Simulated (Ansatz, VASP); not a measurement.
# WS2 (Tungstenite) in two plane-wave programs, part 2 of 2

Aim: how closely do two programs agree when they are given the same cell, functional and k mesh? The cell is taken from a series of runs on this material, whose earlier steps may have relaxed, scaled, displaced or heated it; both programs get it as it stands.

VASP 6.6.1 and Ansatz 0.2.0.

So far: The structure; Ansatz: relaxation of cell and atoms, PBEsol with D4; VASP: relaxation of cell and atoms, PBEsol with D4; Differences.

## Step 5: VASP: zone-centre phonons, PBEsol with D4

Level of this step: PBEsol with D4, no spin polarisation; plane waves and PAW (W, S) (VASP).

Second derivatives magnify differences that forces hide, and they need a tight electronic threshold.

File INCAR:

```
SYSTEM = WS2
PREC = Accurate
ENCUT = 600
EDIFF = 1E-08
NELM = 120
ISMEAR = 0
SIGMA = 0.01
LREAL = .FALSE.
ALGO = Normal
GGA = PS
IVDW = 13
NBANDS = 15
LASPH = .TRUE.
LORBIT = 11
LWAVE = .FALSE.
LCHARG = .FALSE.
ISIF = 2
IBRION = 6
NFREE = 2
POTIM = 0.015
NSW = 1
GGA_COMPAT = .FALSE.
EFERMI = MIDGAP
KPAR = 2
```

File POSCAR:

```
WS2
1.0
    1.5655473542      0.9038691864      5.9669546202
   -1.5655473542      0.9038691864      5.9669546202
    0.0000000000     -1.8077383728      5.9669546202
W S
1 2
Direct
    0.9993485505      0.9993485505      0.9993485505
    0.7535968325      0.7535968325      0.7535968325
    0.5783546170      0.5783546170      0.5783546170
```

File KPOINTS:

```
Automatic mesh
0
Gamma
12 12 12
0 0 0
```

PAW data sets: W and S (PBE family, release 64).

The run is started by

```console
$ mpirun -np 2 vasp_std
```

Numbers of over 12 decimals in the logs are rounded to 6 here.

What it wrote:

```text
[banner, memory and clock lines left out]
running    2 mpi-ranks, on    1 nodes
[...]
[... a notice as in an earlier step ...]

 LDA part: xc-table for (Slater+PW92), standard interpolation
 POSCAR, INCAR and KPOINTS ok, starting setup
[...]
entering main loop
       N       E                     dE             d eps       ncg     rms          rms(c)
DAV:   1     0.881911400680E+02    0.88191E+02   -0.88408E+03  5670   0.119E+03
DAV:   2    -0.201830045955E+02   -0.10837E+03   -0.10158E+03  7226   0.247E+02
DAV:   3    -0.265216940419E+02   -0.63387E+01   -0.62643E+01  7778   0.568E+01
DAV:   4    -0.266033651625E+02   -0.81671E-01   -0.81635E-01  7063   0.748E+00
[...]
DAV:  15    -0.253086362264E+02    0.42282E-07   -0.13421E-07  7638   0.267E-03    0.594E-03
DAV:  16    -0.253086362294E+02   -0.29756E-08   -0.25156E-07  7707   0.309E-03    0.378E-03
DAV:  17    -0.253086362393E+02   -0.99944E-08   -0.18676E-08  6531   0.988E-04
   1 F= -.26115204E+02 E0= -.26115204E+02  d E =0.000000E+00
[... from here on, the cycles between the ionic steps are left out ...]
   2 F= -.26112664E+02 E0= -.26112664E+02  d E =0.000000E+00
   3 F= -.26112664E+02 E0= -.26112664E+02  d E =0.000000E+00
   6 F= -.26113955E+02 E0= -.26113955E+02  d E =0.000000E+00
   7 F= -.26113955E+02 E0= -.26113955E+02  d E =0.000000E+00
   8 F= -.26112767E+02 E0= -.26112767E+02  d E =0.000000E+00
   9 F= -.26113254E+02 E0= -.26113254E+02  d E =0.000000E+00
  10 F= -.26113959E+02 E0= -.26113959E+02  d E =0.000000E+00
  11 F= -.26113959E+02 E0= -.26113959E+02  d E =0.000000E+00
  12 F= -.26113273E+02 E0= -.26113273E+02  d E =0.000000E+00
  13 F= -.26112815E+02 E0= -.26112815E+02  d E =0.000000E+00
 Finite differences progress:
  Degree of freedom:   6/  6
  Displacement:        2/  2
  Total:              12/ 12
```

From OUTCAR (step 5):

```text
  Edisp (eV):   -0.80680

  Total      -0.30488    -0.30488    -0.52090     0.00000     0.00000    -0.00000
  in kB      -9.64193    -9.64193   -16.47368     0.00000     0.00000    -0.00000
  external pressure =      -11.92 kB  Pullay stress =        0.00 kB

 POSITION                                       TOTAL-FORCE (eV/Angst)
 -----------------------------------------------------------------------------------
      0.00000      0.00000     17.88920         0.000000     -0.000000     -0.245910
      0.00000      0.00000     13.49003         0.000000     -0.000000     -0.053165
      0.00000      0.00000     10.33805         0.000000      0.000000      0.299074
 -----------------------------------------------------------------------------------
    total drift:                               -0.000000      0.000000      0.000276

  FREE ENERGIE OF THE ION-ELECTRON SYSTEM (eV)
  ---------------------------------------------------
  free  energy   TOTEN  =       -26.1128154487 eV

  energy  without entropy=      -26.1128154487  energy(sigma->0) =      -26.11281545

[... 1 part as in an earlier step ...]

[... 2 further parts left out ...]
[key lines of the parts left out:]
E-fermi :   7.3840
```

Levels, forces or a CONTCAR printed for this step are those of its last displaced cell, not of the structure at rest.

## Step 6: Ansatz: zone-centre phonons, PBEsol with D4

The same cell, functional and mesh now go to Ansatz, which takes its cutoff from its data sets.

The cell is taken from a series of runs on this material, whose earlier steps may have relaxed, scaled, displaced or heated it; both programs get it as it stands.

File input.yaml:

```yaml
crystal:
  lattice:
    - [1.5655473542, 0.9038691864, 5.9669546202]
    - [-1.5655473542, 0.9038691864, 5.9669546202]
    - [0.0, -1.8077383728, 5.9669546202]
  atoms:
    - { symbol: W, position: [0.9993485505, -0.0006514495, -0.0006514495] }
    - { symbol: S, position: [0.7535968325, 0.7535968325, 0.7535968325] }
    - { symbol: S, position: [0.578354617, 0.578354617, 0.578354617] }
kpoints:
  mp_grid: { grid: [12, 12, 12] }
hamiltonian:
  xc: pbesol
  dispersion: d4
  pseudopotentials: { kind: paw, azcp: { folder: soft_1 }, xc_functional: pbe }
scf:
  occupations: { method: fixed }
output:
  eigenvalues: true
phonons:
  method: dfpt
  dielectric: true
  rigid_motions: translations
```

The run is started by

```console
$ ansatz run input.yaml --threads 4 --pin off --max-ram 10240MiB --backend cpu --events-out ev --progress --plain --runs-dir out
```

What it wrote:

```text
[...]
Crystal: 3 atoms, lattice volume = 50.661 Å³
Basis set: ecut = 420 eV, 997 PW (Γ), exchange–correlation on 90×90×90 points (8 copies of the dense FFT grid, shifted against one another)
Bands: 17, of which v1, the nominal top of the filled ones, is band 13 counted from 1 (12 counted from 0)
Symmetry: 6 space group operations
k-points: 476 of 1728 (irreducible under 2 space group operations, time reversal used)
[...]
optical modes at Γ + LO–TO along q̂ = [1.0000, 0.0000, 0.0000]:
      ω (cm⁻¹)  modes    IR ((D/Å)²/amu)
[...]
optical modes at Γ + LO–TO along q̂ = [0.0000, 1.0000, 0.0000]:
      ω (cm⁻¹)  modes    IR ((D/Å)²/amu)
[...]
optical modes at Γ + LO–TO along q̂ = [0.0000, 0.0000, 1.0000]:
      ω (cm⁻¹)  modes    IR ((D/Å)²/amu)
        301.58      2             0.0004
        356.97      2             0.4088
        425.00      1             0.0004
        439.07      1             0.2357
[key lines of the parts left out:]
SCF converged after 13 iterations
Free energy (F): -12030.875929 eV
Fermi energy:    12.554109 eV
```

## Step 7: Differences

What differs besides the data sets and the points named for the pairs above, as far as they apply: the data sets hold 26 valence electrons in Ansatz (on its PAW soft_1 files) and 18 in VASP; Ansatz takes the dispersion share of the force constants at frozen C6 weights, VASP differentiates the full forces; VASP uses finite displacements, Ansatz perturbation theory. Total energies have different zeros and are not compared.

Both answers:

```
                  quantity  Ansatz   VASP  difference
optical mode 1 to 2 (cm⁻¹)   301.6  303.7     -0.70 %
optical mode 3 to 4 (cm⁻¹)   357.0  359.3     -0.65 %
     optical mode 5 (cm⁻¹)   425.0  429.5     -1.05 %
     optical mode 6 (cm⁻¹)   437.6  440.1     -0.58 %
```

Modes are paired by rising frequency, not by their patterns, so a pair may set unlike modes beside each other; they are those without the splitting of longitudinal modes.

## Step 8: Outcome

| Item | Value |
| --- | --- |
| difference in volume (relaxation of cell and atoms, PBEsol with D4) | 0.16 % |
| r.m.s. difference of the optical zone-centre modes, each program's sorted by frequency (zone-centre phonons, PBEsol with D4) | 2.8 cm⁻¹ |
| difference in optical mode 5 (zone-centre phonons, PBEsol with D4) | -1.0 % |

The difference in volume is 0.16 % (relaxation of cell and atoms, PBEsol with D4), within the 1.2 % picked in this series as the mark of a large difference, as far as the stopping tolerances let one tell. The data sets hold unlike numbers of valence electrons (26 in Ansatz and 18 in VASP), so part of the differences comes from the potentials. Among the rows given in per cent, the largest difference of the zone-centre phonons, PBEsol with D4 pair is in optical mode 5, -1.0 %. How closely two codes agree says nothing of how well the functional describes the real material.

[Lines on the potential files, build, host, timing and source positions are cut from VASP's logs without a mark.]

[Logs are printed without paths, hosts, clocks, repeated set-up lines and the standing remarks that a program may print on its own settings, such as how far it seeks lower states.]

[Hosts, paths, dates, database ids (printed as entryN), source tags and the programs' standing remarks are cut or masked in the printed files.]
